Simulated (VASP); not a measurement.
Level of theory: PBEsol GGA, VASP's PBE PAW potentials (set 64) (plane waves; VASP 6.6.1).

Input for VASP

### INCAR
```
# general
SYSTEM  = Cd3HgTe4
PREC    = Accurate
ENCUT   = 400   # plane-wave cut-off (eV)
LREAL   = .False.   # projection in real space or not
LASPH   = .True.   # aspherical one-centre terms

# electronic loop
EDIFF   = 1E-6
NELM    = 100
ALGO    = Normal   # blocked Davidson
LMAXMIX = 6   # l cut-off of mixed one-centre charges

# smearing
ISMEAR  = 0   # Gaussian
SIGMA   = 0.05   # width (eV)

# functional
GGA     = PS   # PBEsol

# ions
IBRION  = 2
NSW     = 60   # most ionic steps
ISIF    = 3
EDIFFG  = -0.01

# output
LWAVE   = .False.
LCHARG  = .False.
```

**POSCAR**
```
Cd3HgTe4
1
    6.4750000000     0.0000000000     0.0000000000
    0.0000000000     6.4750000000     0.0000000000
    0.0000000000     0.0000000000     6.4750000000
Hg Te Cd
1 4 3
Direct
  0.0000000000   0.0000000000   0.0000000000
  0.2500000000   0.2500000000   0.2500000000
  0.7500000000   0.7500000000   0.2500000000
  0.7500000000   0.2500000000   0.7500000000
  0.2500000000   0.7500000000   0.7500000000
  0.5000000000   0.5000000000   0.0000000000
  0.5000000000   0.0000000000   0.5000000000
  0.0000000000   0.5000000000   0.5000000000
```

### KPOINTS
```
Automatic mesh
0
Gamma
4 4 4
0 0 0
```

POTCAR, in this order: Hg Te Cd (PBE.64 set). Program: vasp_std.

Output

### OUTCAR
```
 ion  position               nearest neighbor table
   1  0.000  0.000  0.000-   2 2.80   3 2.80   4 2.80   5 2.80
   2  0.250  0.250  0.250-   1 2.80   6 2.80   7 2.80   8 2.80
   3  0.750  0.750  0.250-   1 2.80   6 2.80   7 2.80   8 2.80
   4  0.750  0.250  0.750-   1 2.80   6 2.80   7 2.80   8 2.80
   5  0.250  0.750  0.750-   1 2.80   6 2.80   7 2.80   8 2.80
   6  0.500  0.500  0.000-   2 2.80   3 2.80   4 2.80   5 2.80
   7  0.500  0.000  0.500-   2 2.80   3 2.80   4 2.80   5 2.80
   8  0.000  0.500  0.500-   2 2.80   3 2.80   4 2.80   5 2.80
  LATTYP: Found a simple cubic cell.
 ALAT       =     6.4750000000
 Subroutine PRICEL returns:
 Original cell was already a primitive cell.
 Subroutine GETGRP returns: Found 24 space group operations
The static configuration has the point symmetry T_d .
The dynamic configuration has the point symmetry T_d .
 Subroutine INISYM returns: Found 24 space group operations
 Subroutine IBZKPT returns following result:
 Found     10 irreducible k-points:

 Following reciprocal coordinates:
            Coordinates               Weight
  0.000000  0.000000  0.000000      1.000000
  0.250000  0.000000  0.000000      6.000000
  0.500000  0.000000  0.000000      3.000000
  0.250000  0.250000  0.000000     12.000000
  0.500000  0.250000  0.000000     12.000000
  0.500000  0.500000  0.000000      3.000000
  0.250000  0.250000  0.250000      8.000000
  0.500000  0.250000  0.250000     12.000000
  0.500000  0.500000  0.250000      6.000000
  0.500000  0.500000  0.500000      1.000000
   k-points           NKPTS =     10   k-points in BZ     NKDIM =     10   number of bands    NBANDS=     43
   number of dos      NEDOS =    301   number of ions     NIONS =      8
   total plane-waves  NPLWV =  74088
   dimension x,y,z NGX =    42 NGY =   42 NGZ =   42
   dimension x,y,z NGXF=    84 NGYF=   84 NGZF=   84
   ions per type =               1   4   3
   PREC   = accura    normal or accurate (medium, high low for compatibility)
   ISTART =      0    job   : 0-new  1-cont  2-samecut
   ICHARG =      2    charge: 1-file 2-atom 10-const
   ISPIN  =      1    spin polarized calculation?
   LNONCOLLINEAR =      F non collinear calculations
   LSORBIT =      F    spin-orbit coupling
   INIWAV =      1    electr: 0-lowe 1-rand  2-diag
   ENCUT  =  400.0 eV  29.40 Ry    5.42 a.u.  10.56 10.56 10.56*2*pi/ulx,y,z
   NELM   =    100;   NELMIN=  2; NELMDL= -5     # of ELM steps
   EDIFF  = 0.1E-05   stopping-criterion for ELM
   LREAL  =      F    real-space projection
   NLSPLINE    = F    spline interpolate recip. space projectors
   LMAXMIX     =    6 max onsite mixed and CHGCAR
   VOSKOWN=      0    Vosko Wilk Nusair interpolation
   EDIFFG = -.1E-01   stopping-criterion for IOM
   NSW    =     60    number of steps for IOM
   NBLOCK =      1;   KBLOCK =     60    inner block; outer block
   IBRION =      2    ionic relax: 0-MD 1-quasi-New 2-CG
   NFREE  =      1    steps in history (QN), initial steepest desc. (CG)
   ISIF   =      3    stress and relaxation
   ISYM   =      2    0-nonsym 1-usesym 2-fastsym
   TEIN   =    0.0    initial temperature
   TEBEG  =    0.0;   TEEND  =   0.0 temperature during run
   SMASS  =  -3.00    Nose mass-parameter (am)
   PSTRESS=    0.0 pullay stress
   NELECT =      72.0000    total number of electrons
   EFERMI =   0.00;   METHOD = LEGACY
   ISMEAR =     0;   SIGMA  =   0.05  broadening in eV -4-tet -1-fermi 0-gaus
   IALGO  =     38    algorithm
   LDIAG  =      T    sub-space diagonalisation (order eigenvalues)
   IMIX   =      4    mixing-type and parameters
     AMIX     =   0.40;   BMIX     =  1.00
     AMIX_MAG =   1.60;   BMIX_MAG =  1.00
     AMIN     =   0.10
   GGA     = PS    functional components
   VOSKOWN =     0    Vosko Wilk Nusair interpolation
   LHFCALC =     F    Hartree Fock is set to
...
```

File OSZICAR:
```
       N       E                     dE             d eps       ncg     rms          rms(c)
DAV:   1     0.414871992048E+03    0.41487E+03   -0.27932E+04   868   0.118E+03
DAV:   2     0.189863196483E+01   -0.41297E+03   -0.40480E+03   987   0.307E+02
DAV:   3    -0.214710711895E+02   -0.23370E+02   -0.23279E+02   999   0.746E+01
DAV:   4    -0.218058906716E+02   -0.33482E+00   -0.33457E+00  1023   0.795E+00
DAV:   5    -0.218102849066E+02   -0.43942E-02   -0.43940E-02   964   0.962E-01    0.124E+01
DAV:   6    -0.208601756669E+02    0.95011E+00   -0.25005E+00   944   0.128E+01    0.989E+00
DAV:   7    -0.208144889550E+02    0.45687E-01   -0.88424E-01   907   0.377E+00    0.392E+00
DAV:   8    -0.208060528778E+02    0.84361E-02   -0.86879E-02   902   0.237E+00    0.124E+00
DAV:   9    -0.208060622772E+02   -0.93994E-05   -0.87097E-03   937   0.761E-01    0.412E-01
DAV:  10    -0.208058154814E+02    0.24680E-03   -0.14160E-03   934   0.260E-01    0.119E-01
DAV:  11    -0.208058509524E+02   -0.35471E-04   -0.66399E-04   940   0.156E-01    0.377E-02
DAV:  12    -0.208058548468E+02   -0.38943E-05   -0.56109E-05   921   0.464E-02    0.424E-02
DAV:  13    -0.208058531917E+02    0.16550E-05   -0.29562E-05   913   0.303E-02    0.144E-02
DAV:  14    -0.208058560108E+02   -0.28191E-05   -0.82892E-06   816   0.124E-02    0.201E-02
DAV:  15    -0.208058564351E+02   -0.42425E-06   -0.64549E-07   531   0.463E-03
   1 F= -.20805856E+02 E0= -.20805856E+02  d E =-.208059E+02
       N       E                     dE             d eps       ncg     rms          rms(c)
DAV:   1    -0.208645862796E+02   -0.58730E-01   -0.12598E+00   910   0.858E+00    0.183E+00
DAV:   2    -0.208142437753E+02    0.50343E-01   -0.14823E-01   881   0.354E+00    0.590E-01
DAV:   3    -0.208091485352E+02    0.50952E-02   -0.15976E-02   915   0.751E-01    0.546E-01
DAV:   4    -0.208081495790E+02    0.99896E-03   -0.18959E-03   901   0.225E-01    0.108E-01
DAV:   5    -0.208079642663E+02    0.18531E-03   -0.72484E-04   935   0.204E-01    0.655E-02
DAV:   6    -0.208079640893E+02    0.17704E-06   -0.54298E-05   923   0.492E-02    0.381E-02
DAV:   7    -0.208079616898E+02    0.23994E-05   -0.16987E-05   952   0.295E-02    0.107E-02
DAV:   8    -0.208079619402E+02   -0.25043E-06   -0.29814E-06   670   0.887E-03
   2 F= -.20807962E+02 E0= -.20807960E+02  d E =-.210551E-02
       N       E                     dE             d eps       ncg     rms          rms(c)
DAV:   1    -0.208098235912E+02   -0.18619E-02   -0.38936E-02   924   0.150E+00    0.314E-01
DAV:   2    -0.208082507890E+02    0.15728E-02   -0.46867E-03   887   0.625E-01    0.101E-01
DAV:   3    -0.208080988119E+02    0.15198E-03   -0.50268E-04   906   0.132E-01    0.931E-02
DAV:   4    -0.208080778803E+02    0.20932E-04   -0.58043E-05   889   0.419E-02    0.183E-02
DAV:   5    -0.208080748487E+02    0.30316E-05   -0.22209E-05   935   0.358E-02    0.114E-02
DAV:   6    -0.208080753473E+02   -0.49854E-06   -0.14863E-06   484   0.842E-03
   3 F= -.20808075E+02 E0= -.20808074E+02  d E =-.221891E-02
       N       E                     dE             d eps       ncg     rms          rms(c)
DAV:   1    -0.208081310449E+02   -0.56196E-04   -0.12471E-03   941   0.267E-01    0.569E-02
DAV:   2    -0.208080780007E+02    0.53044E-04   -0.15215E-04   890   0.112E-01    0.187E-02
DAV:   3    -0.208080733082E+02    0.46925E-05   -0.16662E-05   923   0.236E-02    0.171E-02
DAV:   4    -0.208080736308E+02   -0.32262E-06   -0.19463E-06   638   0.759E-03
   4 F= -.20808074E+02 E0= -.20808072E+02  d E =-.221720E-02
       N       E                     dE             d eps       ncg     rms          rms(c)
DAV:   1    -0.208083676993E+02   -0.29439E-03   -0.94924E-03   877   0.423E-01    0.775E-02
DAV:   2    -0.208083511353E+02    0.16564E-04   -0.54107E-04   953   0.134E-01    0.313E-02
DAV:   3    -0.208083462950E+02    0.48404E-05   -0.21167E-05   929   0.261E-02    0.208E-02
DAV:   4    -0.208083462811E+02    0.13909E-07   -0.34304E-06   671   0.630E-03
   5 F= -.20808346E+02 E0= -.20808345E+02  d E =-.272650E-03
       N       E                     dE             d eps       ncg     rms          rms(c)
DAV:   1    -0.208085361386E+02   -0.18984E-03   -0.18716E-02   880   0.597E-01    0.110E-01
DAV:   2    -0.208085046345E+02    0.31504E-04   -0.10575E-03   958   0.188E-01    0.440E-02
DAV:   3    -0.208084948860E+02    0.97485E-05   -0.41629E-05   926   0.366E-02    0.290E-02
DAV:   4    -0.208084941741E+02    0.71190E-06   -0.66769E-06   754   0.874E-03
   6 F= -.20808494E+02 E0= -.20808493E+02  d E =-.420543E-03
```

### OUTCAR
```
------------------------ aborting loop because EDIFF is reached ----------------------------------------
  FORCE on cell =-STRESS in cart. coord.  units (eV):
  Direction    XX          YY          ZZ          XY          YZ          ZX
  --------------------------------------------------------------------------------------
  Total        0.0015672      0.0015672      0.0015672      0.0000000      0.0000000     -0.0000000
  in kB        0.0091883      0.0091883      0.0091883      0.0000000      0.0000000     -0.0000000
  external PRESSURE =       0.0091883 kB  Pullay stress =       0.0000000 kB
  volume of cell :      273.27
      direct lattice vectors                 reciprocal lattice vectors
     6.489323466  0.000000000  0.000000000     0.154099269 -0.000000000  0.000000000
     0.000000000  6.489323466 -0.000000000    -0.000000000  0.154099269  0.000000000
    -0.000000000 -0.000000000  6.489323466    -0.000000000  0.000000000  0.154099269
 POSITION                                       TOTAL-FORCE (eV/Angst)
 -----------------------------------------------------------------------------------
     -0.00000     -0.00000      6.48932         0.000000      0.000000      0.000000
      1.62656      1.62656      1.62656         0.000737      0.000737      0.000737
      4.86276      4.86276      1.62656        -0.000737     -0.000737      0.000737
      4.86276      1.62656      4.86276        -0.000737      0.000737     -0.000737
      1.62656      4.86276      4.86276         0.000737     -0.000737     -0.000737
      3.24466      3.24466      6.48932        -0.000000     -0.000000      0.000000
      3.24466     -0.00000      3.24466         0.000000      0.000000      0.000000
      0.00000      3.24466      3.24466        -0.000000     -0.000000      0.000000
 -----------------------------------------------------------------------------------
    total drift:                               -0.000000     -0.000000      0.000000
  FREE ENERGIE OF THE ION-ELECTRON SYSTEM (eV)
  ---------------------------------------------------
  free  energy   TOTEN  =       -20.8084941741 eV

  energy  without entropy=      -20.8084915262  energy(sigma->0) =      -20.80849285

 reached required accuracy - stopping structural energy minimisation
```
(Selected blocks of OUTCAR.)

CONTCAR:
```
Cd3HgTe4
   1.00000000000000
     6.4893234659868879    0.0000000000000000    0.0000000000000000
     0.0000000000000000    6.4893234659868879   -0.0000000000000000
    -0.0000000000000000   -0.0000000000000000    6.4893234659868879
  Hg              Te              Cd
     1     4     3
Direct
     0.0000000000000000    0.0000000000000000    1.0000000000000000
     0.2506519826547282    0.2506519826547282    0.2506519826547282
     0.7493480173452718    0.7493480173452718    0.2506519826547282
     0.7493480173452718    0.2506519826547282    0.7493480173452718
     0.2506519826547282    0.7493480173452718    0.7493480173452718
     0.5000000000000000    0.5000000000000000    1.0000000000000000
     0.5000000000000000    0.0000000000000000    0.5000000000000000
     0.0000000000000000    0.5000000000000000    0.5000000000000000
```

The structure was generated: Cd3HgTe4 was put into an ordered model structure (P-43m), which need not be its known phase. This run relaxes it. Symmetry was kept, so distortions that lower it aren't found.
